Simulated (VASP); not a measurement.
The system is Nb3B5.

```
Nb B
1.0
     2.33906   -2.92020    0.00000
     2.33906    2.92020    0.00000
     0.00000    0.00000    6.41937
Nb B
3 5
Direct
  0.50000 0.50000 0.31905
  0.50000 0.50000 0.68095
  0.50000 0.50000 0.00000
  0.16157 0.83843 0.77972
  0.83843 0.16157 0.77972
  0.16157 0.83843 0.22028
  0.83843 0.16157 0.22028
  0.00000 0.00000 0.00000
```

The cell was built by a generator and needn't be a form met in nature.

| Item | Value |
| --- | --- |
| Program | VASP 6.6.1 |
| Task | relaxation of cell and atoms |
| Functional | PBE |
| Potentials or basis | VASP PAW PBE potentials, release 64 (Nb_sv, B) |
| Cutoff | 520 eV |
| k mesh | 5 × 5 × 3 |
| Occupations | gaussian, width 0.15 eV |
| Spin | no spin polarisation |

At the start: pressure 42.8 GPa; volume 10.96 Å³/atom.

**Question.** Where does the relaxation end?

**Answer.** Over 16 steps the energy falls by 1150.7 meV/atom and the volume is 11.61 Å³/atom (+5.9 %); space group Cmmm (No. 65, to 0.05 Å).

Step by step:
```
step  energy change (eV)  largest force (eV/Å)  pressure (GPa)  volume (Å³)
   1              0.0000                9.6542           42.84        87.70
   2             -0.0685               13.4962          -16.23       126.87
   3             -5.3986                5.7339           -9.88       103.72
   4             -7.1020                6.6720           -4.49       101.06
   5             -7.5325                2.7273          -10.47       102.25
   6             -8.5242                1.5956            5.68        92.10
   7             -8.5681                1.0234            1.93        93.74
   8             -8.8706                0.8676            1.33        93.04
   9             -8.9867                0.7908            1.42        92.14
  10             -9.1429                0.3891           -2.06        93.19
  11             -9.1656                0.3984           -3.59        93.76
  12             -9.1588                0.2237            4.55        90.60
  13             -9.1989                0.2571            0.18        92.21
  14             -9.2044                0.1195            0.37        92.39
  15             -9.2050                0.0965            0.32        92.46
  16             -9.2058                0.0582           -0.29        92.87
```

Final structure:
```xyz
8
Lattice="2.0357 -2.6408 0.0000 2.0357 2.6408 0.0000 0.0000 0.0000 8.6374" Properties=species:S:1:pos:R:3 pbc="T T T"
Nb    2.0357    0.0000    2.9456
Nb    2.0357    0.0000    5.6918
Nb    2.0357    0.0000    0.0000
B     2.0357    1.8072    7.0072
B     2.0357   -1.8072    7.0072
B     2.0357    1.8072    1.6302
B     2.0357   -1.8072    1.6302
B     2.0357   -2.6408    0.0000
```
